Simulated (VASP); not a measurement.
Input of a VASP 6.6.1 run:

The input INCAR:

```
SYSTEM = PrFePO
  ALGO = Normal
  EDIFF = 1E-7
  ENCUT = 520
  GGA = PE
  ISIF = 2
  ISMEAR = -1
  ISPIN = 2
  LASPH = .True.
  LCHARG = .False.
  LMAXMIX = 6
  LORBIT = 11
  LREAL = .False.
  LWAVE = .False.
  MAGMOM = 2 2 3 3 0 0 0 0
  NBANDS = 46
  NELM = 120
  PREC = Accurate
  SIGMA = 0.05
```

KPOINTS

```
k-points
0
Gamma
  7 7 3
  0 0 0
```

POSCAR

```
PrFePO
1.0
    3.9495460000      0.0000000000      0.0000000000
    0.0000000000      3.9495460000      0.0000000000
    0.0000000000      0.0000000000      8.8543180000
Pr Fe P O
2 2 2 2
Direct
    0.5000000000      0.0000000000      0.1416250000
    0.0000000000      0.5000000000      0.8583750000
    0.0000000000      0.0000000000      0.5000000000
    0.5000000000      0.5000000000      0.5000000000
    0.5000000000      0.0000000000      0.6531350000
    0.0000000000      0.5000000000      0.3468650000
    0.0000000000      0.0000000000      0.0000000000
    0.5000000000      0.5000000000      0.0000000000
```

Potentials or basis: VASP PAW PBE potentials, release 64 (Pr, Fe, P, O).

The run is started by

```sh
$ cat potpaw_PBE.64/Pr/POTCAR potpaw_PBE.64/Fe/POTCAR potpaw_PBE.64/P/POTCAR potpaw_PBE.64/O/POTCAR > POTCAR
$ mpirun -np 1 vasp_std > vasp.out
```

Question: Estimate the net moment.

Answer: 7.13 μB per cell.

Question: What does it give for the pressure?

Answer: -10.2 GPa.

Forces in eV/Å, atoms in the order of the input:
```
Pr   0.000  0.000 -0.141
Pr   0.000  0.000  0.141
Fe   0.000  0.000  0.000
Fe   0.000  0.000  0.000
P    0.000  0.000 -1.086
P    0.000  0.000  1.086
O    0.000  0.000  0.000
O    0.000  0.000  0.000
```

Caveat: the magnetic or orbital state may not be the lowest; only a ferromagnetic start was run, and an antiferromagnetic order may lie lower in energy; forces of over 1 eV/Å show positions far from the minimum, so gaps and moduli don't describe the material at rest. The state reached can hang on the start; a lower one may exist.
